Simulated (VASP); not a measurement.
Write the native input for VASP 6.6.1 that does the following.

```
Task                   : atomic charges
Functional             : PBE
Dispersion             : TS
Potentials or basis    : VASP PAW PBE potentials, release 64 (I, Cs_sv)
Cutoff                 : 520 eV
k mesh                 : 1 × 1 × 1
Occupations            : gaussian, width 0.01 eV
Spin                   : no spin polarisation
Further INCAR settings : ALGO = Fast; EDIFF = 1e-07
```

The structure of ICs lies in POSCAR:

```
CsI
1.0
    9.0000000000      0.0000000000      0.0000000000
    0.0000000000      9.0000000000      0.0000000000
    0.0000000000      0.0000000000     13.0000000000
I Cs
1 1
Direct
    0.5014444400      0.5023333300      0.3751080000
    0.5014444400      0.5023333300      0.6301227700
```

One way to write it, as run:

INCAR

```
ALGO = Fast
EDIFF = 1E-7
ENCUT = 520
GGA = PE
ISIF = 2
ISMEAR = 0
IVDW = 2
LASPH = T
LCHARG = F
LORBIT = 11
LREAL = F
LWAVE = F
NELM = 100
PREC = Accurate
SIGMA = 0.01
```

KPOINTS

```
k-points
0
Gamma
  1 1 1
```

Potentials or basis: VASP PAW PBE potentials, release 64 (I, Cs_sv).

Command:

```console
$ cat potpaw_PBE.64/I/POTCAR potpaw_PBE.64/Cs_sv/POTCAR > POTCAR
$ mpirun -np 1 vasp_gam > vasp.out
```

Results of the run:

```
Largest force                                         : 0.120 eV/Å
Gap between the frontier levels                       : 2.50 eV
Valence electrons inside the program's atomic spheres : I 4.32; Cs 6.56
Hirshfeld charges                                     : I -0.58; Cs +0.58 e
Dispersion energy per atom                            : -0.021 eV
```

Caveat: spin-orbit coupling is left out, which moves the levels of the heavy elements.

It took 74 s on 1 thread of Intel(R) Xeon(R) 6975P-C (Granite Rapids) (shared host), peak memory 0.89 GiB.
